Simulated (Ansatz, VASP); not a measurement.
**Cross-check of TiSi2 (Zhiqinite) between VASP and Ansatz**

One calculation is typed for both programs; each brings its own data sets and cutoff. How far apart do they land?

Main program and level: Ansatz 0.2.0; plane waves, with VASP 6.6.1 beside it; relaxation of cell and atoms at PBEsol.

The database entry behind the starting cell is an old determination (1939), so it need not match the best structure at ambient conditions.

**1. Starting point**

Symmetry: Fddd, No. 70, orthorhombic system. Conventional cell: a = 4.773 Å, b = 8.236 Å, c = 8.523 Å, α = 90.00°, β = 90.00°, γ = 90.00°. Nearest to Ti lie 10 Si at 2.54 to 2.75 Å. Nearest to Si lie 5 Ti at 2.54 to 2.75 Å and 5 Si at 2.54 to 2.75 Å. Farther neighbours are not listed.

**2. VASP: relaxation of cell and atoms, PBEsol**

The relaxed volume is the usual yardstick between codes: its relative difference is about their pressure difference at one cell divided by the bulk modulus.

Lines of VASP's logs that name or quote its potential files are left out, and so is its time.

INCAR

```
SYSTEM = TiSi2
PREC = Accurate
ENCUT = 520
EDIFF = 1E-06
NELM = 100
ISMEAR = -1
SIGMA = 0.05
LREAL = .FALSE.
ALGO = Normal
GGA = PS
NBANDS = 26
LASPH = .TRUE.
LORBIT = 11
LWAVE = .FALSE.
LCHARG = .FALSE.
KPAR = 4
IBRION = 2
NSW = 60
ISIF = 3
EDIFFG = -0.01
```

POSCAR

```
TiSi2
1.0
    0.0000000000      4.1180000000      4.2615000000
    2.3865000000      0.0000000000      4.2615000000
    2.3865000000      4.1180000000      0.0000000000
Ti Si
2 4
Direct
    0.7500000000      0.7500000000      0.7500000000
    0.5000000000      0.5000000000      0.5000000000
    0.0830000000      0.4170000000      0.0830000000
    0.4170000000      0.0830000000      0.4170000000
    0.1670000000      0.8330000000      0.1670000000
    0.8330000000      0.1670000000      0.8330000000
```

KPOINTS

```
Automatic mesh
0
Gamma
6 6 6
0 0 0
```

PAW data sets: Ti_sv and Si (PBE family, release 64).

Command:

```
$ mpirun -np 4 vasp_std
```

Numbers of over 12 decimals in the logs are rounded to 6 here.

The program printed:

```text
[banner, memory and clock lines left out]
running    4 mpi-ranks, on    1 nodes
 distrk:  each k-point on    1 cores,    4 groups
 distr:  one band on    1 cores,    1 groups

 POSCAR found type information on POSCAR TiSi
 POSCAR found :  2 types and       6 ions
|                                                                             |
|               ----> ADVICE to this user running VASP <----                  |
|                                                                             |
|     You enforced a specific xc type in the INCAR file but a different       |
|     [... a line on the potential file left out ...]
|     I HOPE YOU KNOW WHAT YOU ARE DOING!                                     |
|                                                                             |

 LDA part: xc-table for (Slater+PW92), standard interpolation
 POSCAR, INCAR and KPOINTS ok, starting setup
 FFT: planning ... GRIDC
 FFT: planning ... GRID_SOFT
 FFT: planning ... GRID
 WAVECAR not read
 entering main loop
       N       E                     dE             d eps       ncg     rms          rms(c)
DAV:   1     0.386798565382E+03    0.38680E+03   -0.19182E+04  2392   0.164E+03
DAV:   2     0.153113745038E+01   -0.38527E+03   -0.37869E+03  2396   0.466E+02
DAV:   3    -0.438618121401E+02   -0.45393E+02   -0.44411E+02  4158   0.131E+02
DAV:   4    -0.471806483571E+02   -0.33188E+01   -0.33061E+01  3352   0.329E+01
DAV:   5    -0.473871166555E+02   -0.20647E+00   -0.20642E+00  3724   0.697E+00    0.194E+01
DAV:   6    -0.443071338136E+02    0.30800E+01   -0.37864E+01  3480   0.453E+01    0.676E+00
DAV:   7    -0.437833440665E+02    0.52379E+00   -0.71744E+00  3266   0.196E+01    0.515E+00
DAV:   8    -0.437065159617E+02    0.76828E-01   -0.75600E-01  3326   0.688E+00    0.100E+00
DAV:   9    -0.436997023337E+02    0.68136E-02   -0.11679E-01  3400   0.289E+00    0.497E-01
DAV:  10    -0.437002628949E+02   -0.56056E-03   -0.43014E-03  3140   0.537E-01    0.177E-01
DAV:  11    -0.437002518581E+02    0.11037E-04   -0.27685E-03  3870   0.393E-01    0.117E-01
DAV:  12    -0.437002105110E+02    0.41347E-04   -0.76082E-04  3444   0.215E-01    0.174E-02
DAV:  13    -0.437002062565E+02    0.42545E-05   -0.53691E-05  3296   0.651E-02    0.139E-02
DAV:  14    -0.437002053433E+02    0.91321E-06   -0.34410E-06  3052   0.157E-02
   1 F= -.43700205E+02 E0= -.43693009E+02  d E =-.437002E+02
[... from here on, the cycles between the ionic steps are left out ...]
   2 F= -.43704072E+02 E0= -.43697203E+02  d E =-.386670E-02
   3 F= -.43707719E+02 E0= -.43700720E+02  d E =-.751360E-02
   4 F= -.43710030E+02 E0= -.43702998E+02  d E =-.231112E-02
   5 F= -.43710688E+02 E0= -.43703609E+02  d E =-.296907E-02
   6 F= -.43711602E+02 E0= -.43704397E+02  d E =-.913873E-03
   7 F= -.43711603E+02 E0= -.43704403E+02  d E =-.914544E-03
   8 F= -.43711603E+02 E0= -.43704402E+02  d E =-.914775E-03
   9 F= -.43711613E+02 E0= -.43704413E+02  d E =-.104315E-04
 trial-energy change:   -0.000010  1 .order   -0.000015   -0.000093    0.000063
 step:   0.6025(harm=  0.6516)  dis= 0.00009  next Energy=   -43.711628 (dE=-0.250E-04)
 bond charge predicted
       N       E                     dE             d eps       ncg     rms          rms(c)
DAV:   1    -0.437117518279E+02   -0.13902E-03   -0.32037E-03  3546   0.638E-01    0.997E-02
DAV:   2    -0.437116535530E+02    0.98275E-04   -0.11552E-03  3628   0.295E-01    0.304E-02
DAV:   3    -0.437116293852E+02    0.24168E-04   -0.19277E-04  3514   0.914E-02    0.144E-02
DAV:   4    -0.437116269186E+02    0.24666E-05   -0.25223E-05  4096   0.356E-02    0.624E-03
DAV:   5    -0.437116275050E+02   -0.58642E-06   -0.30173E-06  2402   0.116E-02
  10 F= -.43711628E+02 E0= -.43704427E+02  d E =-.247203E-04
 curvature:  -0.32 expect dE=-0.448E-05 dE for cont linesearch -0.934E-06
 trial: gam= 0.00000 g(F)=  0.724E-06 g(S)=  0.132E-04 ort =-0.158E-04 (trialstep = 0.994E+00)
 search vector abs. value=  0.139E-04
 reached required accuracy - stopping structural energy minimisation
```

OUTCAR, selected parts (step 2):

```text
ion  position               nearest neighbor table
   1  0.750  0.750  0.750-   6 2.54   5 2.54   6 2.54   5 2.54   3 2.74   4 2.74   4 2.75   4 2.75
                             3 2.75   3 2.75
   2  0.500  0.500  0.500-   3 2.54   4 2.54   3 2.54   4 2.54   5 2.74   6 2.74   5 2.75   5 2.75
                             6 2.75   6 2.75
   3  0.083  0.417  0.083-   2 2.54   2 2.54   5 2.54   5 2.54   1 2.74   4 2.75   4 2.75   4 2.75
                             1 2.75   1 2.75
   4  0.417  0.083  0.417-   2 2.54   2 2.54   6 2.54   6 2.54   1 2.74   3 2.75   3 2.75   3 2.75
                             1 2.75   1 2.75
   5  0.167  0.833  0.167-   1 2.54   1 2.54   3 2.54   3 2.54   2 2.74   6 2.75   6 2.75   6 2.75
                             2 2.75   2 2.75
   6  0.833  0.167  0.833-   1 2.54   1 2.54   4 2.54   4 2.54   2 2.74   5 2.75   5 2.75   5 2.75
                             2 2.75   2 2.75

  LATTYP: Found a face centered orthorhombic cell.
 ALAT       =     4.7730000000
 B/A-ratio  =     1.7255394930
 C/A-ratio  =     1.7856693903

 Subroutine GETGRP returns: Found  8 space group operations
 (whereof  4 operations were pure point group operations)

The static configuration has the point symmetry D_2 .
 The point group associated with its full space group is D_2h.

 Found     46 irreducible k-points:

   k-points           NKPTS =     46   k-points in BZ     NKDIM =     46   number of bands    NBANDS=     26

   dimension x,y,z NGX =    48 NGY =   36 NGZ =   36
   dimension x,y,z NGXF=    96 NGYF=   72 NGZF=   72

   ENCUT  =  520.0 eV  38.22 Ry    6.18 a.u.  11.02  9.08  8.85*2*pi/ulx,y,z

   NELECT =      40.0000    total number of electrons

 k-points in reciprocal lattice and weights: Automatic mesh
   0.00000000  0.00000000  0.00000000       0.005
   0.16666667  0.00000000  0.00000000       0.037
   0.33333333 -0.00000000 -0.00000000       0.037
   0.50000000 -0.00000000  0.00000000       0.019
   0.16666667  0.16666667  0.00000000       0.009
   0.33333333  0.16666667 -0.00000000       0.037
   0.50000000  0.16666667  0.00000000       0.037
  -0.33333333  0.16666667  0.00000000       0.037
  -0.16666667  0.16666667 -0.00000000       0.019
[...]
-0.16666667  0.33333333  0.50000000       0.009
   0.00000000  0.50000000  0.50000000       0.005

 average (electrostatic) potential at core
       1 -69.6745       2 -69.6745       3 -78.6468       4 -78.6468       5 -78.6468
       6 -78.6468

 E-fermi :  10.3145

 k-point     1 :       0.0000    0.0000    0.0000
  band No.  band energies     occupation
    ...
     17       7.9742      2.00000
     18       8.2341      2.00000
     19       8.4888      2.00000
     20       8.8353      2.00000
     21       9.3112      2.00000
     22      12.3407      0.00000
     23      13.4303      0.00000
     24      13.7001      0.00000
     25      13.7005      0.00000
     26      13.7607      0.00000

 k-point     2 :       0.1667    0.0000    0.0000
  band No.  band energies     occupation
    ...
     17       8.1765      2.00000
     18       8.2947      2.00000
     19       8.9634      2.00000
     20       9.1179      2.00000
     21       9.3777      2.00000
     22      12.0493      0.00000
     23      13.1830      0.00000
     24      13.2705      0.00000
     25      13.4438      0.00000
     26      13.5887      0.00000

 k-point     3 :       0.3333   -0.0000   -0.0000
  band No.  band energies     occupation
    ...
     16       7.8906      2.00000
     17       8.3988      2.00000
     18       8.9902      2.00000
     19       9.5147      2.00000
     20       9.7778      1.99996
     21      10.4538      0.11629
     22      11.4443      0.00000
     23      12.6264      0.00000
     24      12.8140      0.00000
     25      13.0561      0.00000
    ...

  Total        0.0165255      0.0110337      0.0352898      0.0000000      0.0000000      0.0000000
  in kB        0.3195759      0.2133740      0.6824470      0.0000000      0.0000000      0.0000000
  external PRESSURE =       0.4051323 kB  Pullay stress =       0.0000000 kB

  energy-cutoff  :      520.00
  volume of cell :       82.85
      direct lattice vectors                 reciprocal lattice vectors
     0.000000000  4.099019478  4.240053087    -0.209778042  0.121980391  0.117923052
     2.383471575  0.000000000  4.240053087     0.209778042 -0.121980391  0.117923052
     2.383471575  4.099019478  0.000000000     0.209778042  0.121980391 -0.117923052

 POSITION                                       TOTAL-FORCE (eV/Angst)
 -----------------------------------------------------------------------------------
      3.57521      6.14853      6.36008         0.000000      0.000000      0.000000
      2.38347      4.09902      4.24005        -0.000000      0.000000     -0.000000
      1.19174      0.70105      2.12003         0.000000     -0.001937     -0.000000
      1.19174      3.39797      2.12003         0.000000      0.001937     -0.000000
      2.38347      1.34846      4.24005        -0.000000      0.001937      0.000000
      2.38347      6.84958      4.24005        -0.000000     -0.001937      0.000000
 -----------------------------------------------------------------------------------
    total drift:                                0.000000     -0.000000      0.000000

  FREE ENERGIE OF THE ION-ELECTRON SYSTEM (eV)
  ---------------------------------------------------
  free  energy   TOTEN  =       -43.7116275050 eV

  energy  without entropy=      -43.6972256210  energy(sigma->0) =      -43.70442656

 reached required accuracy - stopping structural energy minimisation

 total charge
# of ion       s       p       d       tot
------------------------------------------
    1        2.179   6.174   2.088  10.440
    2        2.179   6.174   2.088  10.440
    3        0.770   0.867   0.000   1.638
    4        0.770   0.867   0.000   1.638
    5        0.770   0.867   0.000   1.638
    6        0.770   0.867   0.000   1.638
--------------------------------------------------
tot          7.439  15.816   4.175  27.431

[... 3 further parts left out ...]
```

CONTCAR:

```
TiSi2
   1.00000000000000
     0.0000000000000000    4.0990194776554851    4.2400530870171025
     2.3834715745927797    0.0000000000000000    4.2400530870171025
     2.3834715745927797    4.0990194776554851    0.0000000000000000
  Ti              Si
     2     4
Direct
     0.7500000000000000    0.7500000000000000    0.7500000000000000
     0.5000000000000000    0.5000000000000000    0.5000000000000000
     0.0855145517992384    0.4144854482007616    0.0855145517992384
     0.4144854482007616    0.0855145517992384    0.4144854482007616
     0.1644854482007617    0.8355145517992385    0.1644854482007617
     0.8355145517992385    0.1644854482007617    0.8355145517992385
```

The run keeps the 8 symmetry operations of its start, so it cannot find a distortion of lower symmetry.

(Part 1 of 2 ends here.)

[Lines on the potential files, build, host, timing and source positions are cut from VASP's logs without a mark.]

[Logs are printed without paths, hosts, clocks, repeated set-up lines and the standing remarks that a program may print on its own settings, such as how far it seeks lower states.]

[Hosts, paths, dates, database ids (printed as entryN), source tags and the programs' standing remarks are cut or masked in the printed files.]
